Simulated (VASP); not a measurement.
VASP ran on this input.

INCAR:
```
LMAXMIX  =  4   # l cut-off of mixed one-centre charges
GGA  =  PE   # PBE
LASPH  =  .TRUE.   # aspherical one-centre terms
EDIFF  =  1E-6   # SCF stop (eV)
ALGO  =  Normal
ENCUT  =  400   # plane-wave cut-off (eV)
ISIF  =  2   # forces and stress, cell fixed
NELM  =  100   # most electronic steps
NBANDS  =  9
LREAL  =  .FALSE.   # projection in real space or not
SYSTEM  =  TiAl
PREC  =  Accurate
ISMEAR  =  1
LWAVE  =  .FALSE.
LCHARG  =  .FALSE.
SIGMA  =  0.1   # width (eV)
```

**POSCAR**
```
TiAl
4.15140
  0.6953316953   0.0000000000   0.0000000000
  0.0000000000   0.6953316953   0.0000000000
  0.0000000000   0.0000000000   1.0000000000
Ti Al
1 1
Cart
  0.0000000000   0.0000000000   0.0000000000
  0.3476658477   0.3476658477   0.5000000000
```

File KPOINTS:
```
Automatic mesh
0
Gamma
11 11 8
0 0 0
```

POTCAR, in this order: Ti_sv Al (PBE.64 set). Program: vasp_std.

Task: Write an equivalent input for Quantum ESPRESSO's pw.x.

Result: One equivalent input (not run):
```
&CONTROL
  calculation = 'scf'
  pseudo_dir = './pseudo'
  outdir = './out'
  tprnfor = .true.
  tstress = .true.
/
&SYSTEM
  ibrav = 0
  nat = 2
  ntyp = 2
  ecutwfc = 84
  occupations = 'smearing'
  smearing = 'methfessel-paxton'
  degauss = 0.00735
  input_dft = 'pbe'
/
&ELECTRONS
  conv_thr = 7.3e-08
  electron_maxstep = 100
/
ATOMIC_SPECIES
  Ti 47.867 Ti.upf
  Al 26.982 Al.upf
CELL_PARAMETERS angstrom
     2.8866000    0.0000000    0.0000000
     0.0000000    2.8866000    0.0000000
     0.0000000    0.0000000    4.1514000
ATOMIC_POSITIONS crystal
  Ti   0.0000000  0.0000000  0.0000000
  Al   0.5000000  0.5000000  0.5000000
K_POINTS automatic
  11 11 8 0 0 0
```
Limits of the translation: the potentials are each code's own (VASP's PAW set, PseudoDojo norm-conserving files in pw.x), so ENCUT and ecutwfc are chosen apart and not converted; conv_thr bounds pw.x's estimated SCF error, while EDIFF bounds the energy change between steps; the number of bands isn't carried over, since the valence differs with the files.

The compound is TiAl in the L1_0 structure. The cell was not relaxed at this level. The run is one of a series of settings (NBANDS = 9 against the base run), some of them coarse on purpose.
